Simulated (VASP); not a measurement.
An input for Ansatz (written as the equivalent of a VASP run, and not itself run):

Ansatz 0.2 input:
```yaml
crystal:
  lattice:
    - [3.0480060, 0.0000000, 0.0000000]
    - [0.0000000, 3.0480060, 0.0000000]
    - [0.0000000, 0.0000000, 3.0480060]
  atoms:
    - { symbol: Al, position: [0.5000000, 0.5000000, 0.5000000] }
    - { symbol: Ru, position: [0.0000000, 0.0000000, 0.0000000] }
kpoints:
  mp_grid: { grid: [7, 7, 7] }
hamiltonian:
  xc: pbesol
  pseudopotentials: { kind: paw }
scf:
  occupations: { method: gaussian, width: 0.1 }
  max_iter: 100
output: { forces: true, stress: true, eigenvalues: true }
```

Question: Translate this input to VASP (INCAR, KPOINTS, POSCAR, choice of POTCAR).

Answer: Several could match; the one computed here: 
**KPOINTS**
```
Automatic mesh
0
Gamma
7 7 7
0 0 0
```

### INCAR
```
! general
SYSTEM  = RuAl
PREC    = Accurate
ENCUT   = 300
LREAL   = .FALSE.
LASPH   = .TRUE.

! electronic loop
EDIFF   = 1E-6
NELM    = 100
ALGO    = Normal
LMAXMIX = 4

! smearing
ISMEAR  = 0
SIGMA   = 0.1

! functional
GGA     = PS

! ions
ISIF    = 2

! output
LWAVE   = .FALSE.
LCHARG  = .FALSE.
```

POSCAR:
```
RuAl
1
    3.0480060000     0.0000000000     0.0000000000
    0.0000000000     3.0480060000     0.0000000000
    0.0000000000     0.0000000000     3.0480060000
Al Ru
1 1
Direct
  0.5000000000   0.5000000000   0.5000000000
  0.0000000000   0.0000000000   0.0000000000
```

POTCAR, in this order: Al Ru_pv (PBE.64 set). Program: vasp_std.

The two are equivalent in intent, not identical: each code has its own PAW files, so the cut-off isn't converted (ENCUT is set for VASP's; basis.ecutwfc is left out, and Ansatz then takes the one that its files recommend); Ansatz stops its SCF on the density residual and VASP on the energy change (EDIFF).

The structure is a typed RuAl crystal (Pm-3m). The cell was not relaxed at this level.
